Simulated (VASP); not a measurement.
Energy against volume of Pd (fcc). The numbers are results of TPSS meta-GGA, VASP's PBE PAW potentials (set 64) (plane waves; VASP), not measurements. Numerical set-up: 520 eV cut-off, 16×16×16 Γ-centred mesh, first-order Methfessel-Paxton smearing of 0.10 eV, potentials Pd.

| V (Å³/atom) | E (eV/atom) |
|---|---|
| 13.996 | -13.66053 |
| 14.442 | -13.68864 |
| 14.889 | -13.69712 |
| 15.336 | -13.68939 |

Task: Fit these four points and predict the energy of the run at 15.782 Å³/atom.

Result: A cubic in V^(−2/3), the third-order Birch-Murnaghan form, passes through the four points with V0 = 14.88 Å³/atom and B0 = 193 GPa, and gives -13.6684 eV/atom there. The run gave -13.6684 eV/atom, +0.0 meV/atom from the fit; all five points give B0 = 193 GPa.

The compound is Pd in the fcc structure. It was relaxed first.
